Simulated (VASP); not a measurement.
A run of VASP 6.6.1 is set up as follows.

INCAR

```
SYSTEM = MgZr2O3
ALGO = Normal
EDIFF = 1E-6
EDIFFG = -0.01
ENCUT = 520
GGA = PE
IBRION = 2
ISIF = 3
ISMEAR = 0
KPAR = 4
LASPH = .TRUE.
LCHARG = .FALSE.
LREAL = .FALSE.
LWAVE = .FALSE.
NELM = 120
NSW = 90
PREC = Accurate
SIGMA = 0.1
```

KPOINTS

```
k-points
0
G
  12 12 4
  0 0 0
```

POSCAR

```
MgZr2O3
1.0
    3.0139131500      0.0000000000      0.0000000000
   -1.5069565800      2.6101253600      0.0000000000
    0.0000000000      0.0000000000      8.6160000000
Mg Zr O
1 2 3
Direct
    0.0000000000      0.0000000000      0.0000000000
    0.6666666700      0.3333333300      0.6762999100
    0.3333333300      0.6666666700      0.3237000900
    0.3333333300      0.6666666700      0.8628133700
    0.6666666700      0.3333333300      0.1371866300
    0.0000000000      0.0000000000      0.5000000000
```

Potentials or basis: VASP PAW PBE potentials, release 64 (Mg, Zr_sv, O).

The run is started by

```sh
$ cat potpaw_PBE.64/Mg/POTCAR potpaw_PBE.64/Zr_sv/POTCAR potpaw_PBE.64/O/POTCAR > POTCAR
$ mpirun -np 4 vasp_std > vasp.out
```

Problem. Predict the space group after relaxing (to 0.05 Å).

Solution. P-3m1 (No. 164).

Problem. What does it give for the relaxed cell?

Solution. a = 3.000 Å, b = 3.000 Å, c = 8.698 Å, α = 90.00°, β = 90.00°, γ = 120.00°.

Problem. What does it give for the relaxed volume?

Solution. 11.30 Å³/atom.

Forces in eV/Å, atoms in the order of the input:
```
Mg   0.000  0.000  0.000
Zr   0.000  0.000  0.009
Zr   0.000  0.000 -0.009
O    0.000  0.000 -0.009
O    0.000  0.000  0.009
O    0.000  0.000  0.000
```
